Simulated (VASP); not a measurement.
Runs of VASP 6.6.1 on C. Symmetry: Fd-3m, No. 227, cubic system. The conventional cell has a = 3.572 Å, b = 3.572 Å, c = 3.572 Å, α = 90.00°, β = 90.00°, γ = 90.00°. C (site symmetry -43m) has 4 C at 1.55 Å as nearest neighbours. This isn't the form of C at room conditions, which is graphite.

```tsv
level	potentials or basis	k mesh	grid for exact exchange (PRECFOCK)	screening parameter	exchange at q = 0	gap on the mesh (eV)
HSE06	VASP PAW PBE potentials, release 64 (C)	12 × 12 × 12	Fast	0.2 1/A	-	(a)
LDA	VASP PAW LDA potentials, release 64 (C)	16 × 16 × 16	-	-	-	4.09
r2SCAN	VASP PAW PBE potentials, release 64 (C)	16 × 16 × 16	-	-	-	4.32
PBE0	VASP PAW PBE potentials, release 64 (C)	12 × 12 × 12	Fast	-	truncated	6.05
```

Alike in all rows: task band structure; no spin polarisation; cell as given; cutoff (eV) 450; smearing gaussian 0.02 eV.

**Question.** Estimate the missing entries.

**Answer.** (a) 5.33.

A k mesh can miss the band edges.

Runs at the PBE level aren't shown here.
